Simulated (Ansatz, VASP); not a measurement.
# One calculation of Mg7Cl, two programs

```xyz
8
Lattice="0.0000 4.5430 4.5430 4.5430 0.0000 4.5430 4.5430 4.5430 0.0000" Properties=species:S:1:pos:R:3 pbc="T T T"
Mg    0.0000    2.2715    2.2715
Mg    4.5430    2.2715    2.2715
Mg    2.2715    0.0000    2.2715
Mg    2.2715    4.5430    2.2715
Mg    2.2715    2.2715    0.0000
Mg    2.2715    2.2715    4.5430
Mg    4.5430    4.5430    4.5430
Cl    0.0000    0.0000    0.0000
```

Change from the starting cell: species swapped into the MgPt7 type (Fm-3m, No. 225).

Alike in both runs: functional PBE; k mesh 8 × 8 × 8; occupations gaussian, width 0.1 eV; no spin polarisation.

Ansatz relaxed the structure, and its values are those at the end. VASP's run is a single point on that final structure, the one shown.

|  | VASP | Ansatz |
| --- | --- | --- |
| version | VASP 6.6.1 | Ansatz 0.2.0 |
| potentials or method | VASP PAW PBE potentials, release 64 (Mg, Cl) | scalar-relativistic, plane waves, PAW |
| plane-wave cutoff (eV) | 520 | 420 |
| valence electrons in the cell | 21 | 77 |

Ansatz gave:

* gap on the k mesh at the Fermi level (eV): none
* pressure (GPa): 0.0

**Question.** Estimate VASP's values.

**Answer.** gap on the k mesh at the Fermi level (eV): none; pressure (GPa): -0.1.

A gap of «none» marks a metal or a gap that the smearing closes. The functional is the same, so the differences come from potentials, cutoffs and numerics. The two sets of potentials don't hold the same shells in valence.

Caveats: an odd number of electrons without spin polarisation forces a metal; a magnetic or distorted state may lie lower.
